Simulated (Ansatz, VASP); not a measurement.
**SnAs in VASP and in Ansatz**

The input INCAR:

```
  ALGO = Normal
  EDIFF = 1E-7
  ENCUT = 520
  ISIF = 2
  ISMEAR = -1
  LASPH = True
  LCHARG = True
  LELF = True
  LREAL = False
  LVHAR = True
  LWAVE = False
  NBANDS = 16
  NELM = 80
  PREC = Accurate
  SIGMA = 0.05
```

File KPOINTS:

```
k-points
0
Gamma
  11 11 11
```

Contents of POSCAR:

```
SnAs
1.0
    0.0000000000      2.6706504039      2.6706504039
    2.6706504039      0.0000000000      2.6706504039
    2.6706504039      2.6706504039      0.0000000000
Sn As
1 1
Direct
    0.5000000000      0.5000000000      0.5000000000
    0.0000000000      0.0000000000      0.0000000000
```

Input for Ansatz:

```yaml
crystal:
  lattice:
    - [0.0, 2.6706504039, 2.6706504039]
    - [2.6706504039, 0.0, 2.6706504039]
    - [2.6706504039, 2.6706504039, 0.0]
  atoms:
    - { symbol: Sn, position: [0.5, 0.5, 0.5] }
    - { symbol: As, position: [0.0, 0.0, 0.0] }
kpoints:
  mp_grid: { grid: [11, 11, 11] }
  band_path:
    path:
      - [0.0, 0.0, 0.0]
      - [0.5, 0.0, 0.5]
      - [0.625, 0.25, 0.625]
      - [0.375, 0.375, 0.75]
      - [0.0, 0.0, 0.0]
      - [0.5, 0.5, 0.5]
      - [0.5, 0.25, 0.75]
      - [0.5, 0.0, 0.5]
    npoints: 6
scf:
  occupations: { method: fermi_dirac, width: 0.05 }
hamiltonian:
  xc: lda
  pseudopotentials: { kind: all_electron, lapw: { basis_error: 0.001 } }
output:
  forces: true
  stress: true
  eigenvalues: true
  populations: true
```

Change from the starting cell: volume scaled by 0.8, LAPW.

Alike in both runs: task single point; functional LDA; k mesh 11 × 11 × 11; occupations fermi-dirac, width 0.05 eV; no spin polarisation.

|  | VASP | Ansatz |
| --- | --- | --- |
| version | VASP 6.6.1 | Ansatz 0.2.0 |
| potentials or method | VASP PAW LDA potentials, release 64 (Sn_d, As) | all-electron LAPW, scalar-relativistic |
| plane-wave cutoff (eV) | 520 | see its input |

VASP gave:

```
pressure (GPa) : 21.6
```

Q: Estimate Ansatz's values.

A: Pressure (GPa): 21.1.

Ansatz ran all-electron here, so the differences hold the error of VASP's frozen core and of both bases.

Caveats: so large a pressure means that the cell lies far from this level's equilibrium, or that cutoff or potentials fall short (VASP).
